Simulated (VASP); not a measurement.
All values below come from PBEsol GGA, VASP's PBE PAW potentials (set 64) (plane waves; VASP 6.6.1).

A VASP calculation is set up with these files.

### KPOINTS
```
Automatic mesh
0
Gamma
14 14 14
0 0 0
```

POSCAR:
```
PtP
1.0
  0.0000000000   2.4805817235   2.4805817235
  2.4805817235   0.0000000000   2.4805817235
  2.4805817235   2.4805817235   0.0000000000
Pt P
1 1
Direct
  0.0000000000   0.0000000000   0.0000000000
  0.5000000000   0.5000000000   0.5000000000
```

### INCAR
```
SYSTEM = PtP
PREC = Accurate
ENCUT = 400
EDIFF = 1E-7
NELM = 100
ALGO = Normal
LREAL = .FALSE.
LASPH = .TRUE.
ISMEAR = -5
GGA = PS
LMAXMIX = 6
LWAVE = .FALSE.
LCHARG = .TRUE.
LORBIT = 11
NEDOS = 601
ISIF = 2
```

POTCAR, in this order: Pt P (PBE.64 set). Program: vasp_std.

The run wrote:

OUTCAR:
```
 ion  position               nearest neighbor table
   1  0.000  0.000  0.000-   2 2.48   2 2.48   2 2.48   2 2.48   2 2.48   2 2.48
   2  0.500  0.500  0.500-   1 2.48   1 2.48   1 2.48   1 2.48   1 2.48   1 2.48
  LATTYP: Found a face centered cubic cell.
 ALAT       =     4.9611634470
 Subroutine PRICEL returns:
 Original cell was already a primitive cell.
 Subroutine GETGRP returns: Found 48 space group operations
The static configuration has the point symmetry O_h .
The dynamic configuration has the point symmetry O_h .
 Subroutine INISYM returns: Found 48 space group operations
 Subroutine IBZKPT returns following result:
 Found    104 irreducible k-points:

 Following reciprocal coordinates:
            Coordinates               Weight
  0.000000  0.000000  0.000000      1.000000
  0.071429  0.000000  0.000000      8.000000
  0.142857  0.000000  0.000000      8.000000
  0.214286  0.000000  0.000000      8.000000
  0.285714  0.000000  0.000000      8.000000
  0.357143  0.000000  0.000000      8.000000
  0.428571  0.000000  0.000000      8.000000
  0.500000  0.000000  0.000000      4.000000
  0.071429  0.071429  0.000000      6.000000
  0.142857  0.071429  0.000000     24.000000
  0.214286  0.071429  0.000000     24.000000
  0.285714  0.071429  0.000000     24.000000
  0.357143  0.071429  0.000000     24.000000
  0.428571  0.071429  0.000000     24.000000
  0.500000  0.071429  0.000000     24.000000
 -0.428571  0.071429  0.000000     24.000000
 -0.357143  0.071429  0.000000     24.000000
 -0.285714  0.071429  0.000000     24.000000
 -0.214286  0.071429  0.000000     24.000000
 -0.142857  0.071429  0.000000     24.000000
 -0.071429  0.071429  0.000000     12.000000
  0.142857  0.142857  0.000000      6.000000
  0.214286  0.142857  0.000000     24.000000
  0.285714  0.142857  0.000000     24.000000
  0.357143  0.142857  0.000000     24.000000
  0.428571  0.142857  0.000000     24.000000
  0.500000  0.142857  0.000000     24.000000
 -0.428571  0.142857  0.000000     24.000000
 -0.357143  0.142857  0.000000     24.000000
 -0.285714  0.142857  0.000000     24.000000
 -0.214286  0.142857  0.000000     24.000000
 -0.142857  0.142857  0.000000     12.000000
  0.214286  0.214286  0.000000      6.000000
  0.285714  0.214286  0.000000     24.000000
  0.357143  0.214286  0.000000     24.000000
  0.428571  0.214286  0.000000     24.000000
  0.500000  0.214286  0.000000     24.000000
 -0.428571  0.214286  0.000000     24.000000
 -0.357143  0.214286  0.000000     24.000000
 -0.285714  0.214286  0.000000     24.000000
   k-points           NKPTS =    104   k-points in BZ     NKDIM =    104   number of bands    NBANDS=     11
   number of dos      NEDOS =    601   number of ions     NIONS =      2
   total plane-waves  NPLWV =  13824
   dimension x,y,z NGX =    24 NGY =   24 NGZ =   24
   dimension x,y,z NGXF=    48 NGYF=   48 NGZF=   48
   ions per type =               1   1
   PREC   = accura    normal or accurate (medium, high low for compatibility)
   ISTART =      0    job   : 0-new  1-cont  2-samecut
   ICHARG =      2    charge: 1-file 2-atom 10-const
   ISPIN  =      1    spin polarized calculation?
   LNONCOLLINEAR =      F non collinear calculations
   LSORBIT =      F    spin-orbit coupling
   INIWAV =      1    electr: 0-lowe 1-rand  2-diag
   ENCUT  =  400.0 eV  29.40 Ry    5.42 a.u.   5.72  5.72  5.72*2*pi/ulx,y,z
   NELM   =    100;   NELMIN=  2; NELMDL= -5     # of ELM steps
   EDIFF  = 0.1E-06   stopping-criterion for ELM
   LREAL  =      F    real-space projection
   NLSPLINE    = F    spline interpolate recip. space projectors
   LMAXMIX     =    6 max onsite mixed and CHGCAR
...
```

File OSZICAR:
```
       N       E                     dE             d eps       ncg     rms          rms(c)
DAV:   1     0.461997245907E+02    0.46200E+02   -0.60587E+03  2531   0.946E+02
DAV:   2    -0.122231871931E+02   -0.58423E+02   -0.54790E+02  2603   0.197E+02
DAV:   3    -0.137441633042E+02   -0.15210E+01   -0.14997E+01  2758   0.314E+01
DAV:   4    -0.137570432206E+02   -0.12880E-01   -0.12862E-01  2671   0.335E+00
DAV:   5    -0.137572003692E+02   -0.15715E-03   -0.15721E-03  2777   0.349E-01    0.138E+01
DAV:   6    -0.132334088455E+02    0.52379E+00   -0.32111E+00  2470   0.173E+01    0.677E+00
DAV:   7    -0.131745754222E+02    0.58833E-01   -0.23317E-01  2470   0.517E+00    0.412E+00
DAV:   8    -0.131596841318E+02    0.14891E-01   -0.31838E-02  2589   0.138E+00    0.363E-01
DAV:   9    -0.131589825703E+02    0.70156E-03   -0.20522E-03  2576   0.419E-01    0.237E-01
DAV:  10    -0.131589140628E+02    0.68507E-04   -0.96203E-04  2462   0.209E-01    0.365E-02
DAV:  11    -0.131588956415E+02    0.18421E-04   -0.29112E-05  2606   0.437E-02    0.171E-02
DAV:  12    -0.131588926742E+02    0.29673E-05   -0.20053E-06  2638   0.102E-02    0.858E-03
DAV:  13    -0.131588886257E+02    0.40485E-05   -0.10523E-06  2546   0.767E-03    0.383E-04
DAV:  14    -0.131588886978E+02   -0.72106E-07   -0.43268E-08  1285   0.206E-03
   1 F= -.13158889E+02 E0= -.13158889E+02  d E =0.000000E+00
```

File OUTCAR:
```
------------------------ aborting loop because EDIFF is reached ----------------------------------------
  FORCE on cell =-STRESS in cart. coord.  units (eV):
  Direction    XX          YY          ZZ          XY          YZ          ZX
  --------------------------------------------------------------------------------------
  Total       -0.0089470     -0.0089470     -0.0089470      0.0000000     -0.0000000      0.0000000
  in kB       -0.4695654     -0.4695654     -0.4695654      0.0000000     -0.0000000      0.0000000
  external PRESSURE =      -0.4695654 kB  Pullay stress =       0.0000000 kB
  volume of cell :       30.53
      direct lattice vectors                 reciprocal lattice vectors
     0.000000000  2.480581723  2.480581723    -0.201565623  0.201565623  0.201565623
     2.480581723  0.000000000  2.480581723     0.201565623 -0.201565623  0.201565623
     2.480581723  2.480581723  0.000000000     0.201565623  0.201565623 -0.201565623
 POSITION                                       TOTAL-FORCE (eV/Angst)
 -----------------------------------------------------------------------------------
      0.00000      0.00000      0.00000        -0.000000     -0.000000     -0.000000
      2.48058      2.48058      2.48058         0.000000      0.000000      0.000000
 -----------------------------------------------------------------------------------
    total drift:                                0.000000     -0.000000     -0.000000
  FREE ENERGIE OF THE ION-ELECTRON SYSTEM (eV)
  ---------------------------------------------------
  free  energy   TOTEN  =       -13.1588886978 eV

  energy  without entropy=      -13.1588886978  energy(sigma->0) =      -13.15888870

 total charge

# of ion       s       p       d       tot
------------------------------------------
    1        0.768   0.547   8.150   9.465
    2        1.041   1.325   0.000   2.366
--------------------------------------------------
tot          1.809   1.872   8.150  11.831
```
(Selected blocks of OUTCAR.)

**OUTCAR**
```
 val. band max:       10.1962712036   @ k =   0.1429   0.1429   0.0000

 cond. band min:       9.9951163751   @ k =  -0.3571   0.4286   0.2143


 Fermi energy:         9.9783469551

 k-point     1 :       0.0000    0.0000    0.0000
  band No.  band energies     occupation
      1      -4.0969      2.00000
      2       5.8713      2.00000
      3       5.8713      2.00000
      4       5.8713      2.00000
      5       5.8898      2.00000
      6       5.8898      2.00000
      7      10.0618      0.83716
      8      10.0618      0.00000
      9      10.0618      0.00000
     10      15.3088      0.00000
     11      19.8748      0.00000

 k-point     2 :       0.0714    0.0000    0.0000
  band No.  band energies     occupation
      1      -4.0042      2.00000
      2       5.7307      2.00000
      3       5.7307      2.00000
      4       5.7643      2.00000
      5       5.9337      2.00000
      6       5.9337      2.00000
      7       9.7513      2.07558
      8      10.3086      0.00000
      9      10.3086      0.00000
     10      15.7242      0.00000
     11      19.6613      0.00000

 k-point     3 :       0.1429    0.0000    0.0000
  band No.  band energies     occupation
      1      -3.7295      2.00000
      2       5.3597      2.00000
      3       5.3597      2.00000
      4       5.4150      2.00000
      5       6.1055      2.00000
      6       6.1055      2.00000
      7       9.1186      2.00000
      8      10.9450      0.00000
      9      10.9450      0.00000
     10      16.6036      0.00000
     11      18.9762      0.00000

 k-point     4 :       0.2143    0.0000    0.0000
  band No.  band energies     occupation
      1      -3.2835      2.00000
      2       4.7788      2.00000
      3       4.9297      2.00000
      4       4.9297      2.00000
      5       6.3703      2.00000
      6       6.3703      2.00000
      7       8.5764      2.00000
      8      11.7941      0.00000
      9      11.7941      0.00000
...
```

For a metal the tetrahedron method with Blöchl corrections gives inexact stress and forces. Unless said otherwise, spin-orbit coupling is left out, though it shifts the bands of the heavy elements here.

The structure was generated: PtP was put into the rock salt type (Fm-3m), which need not be its known phase. It was relaxed first, which changed the volume by -16 %. The electron count is odd and the run is not spin-polarised, which forces a metal.
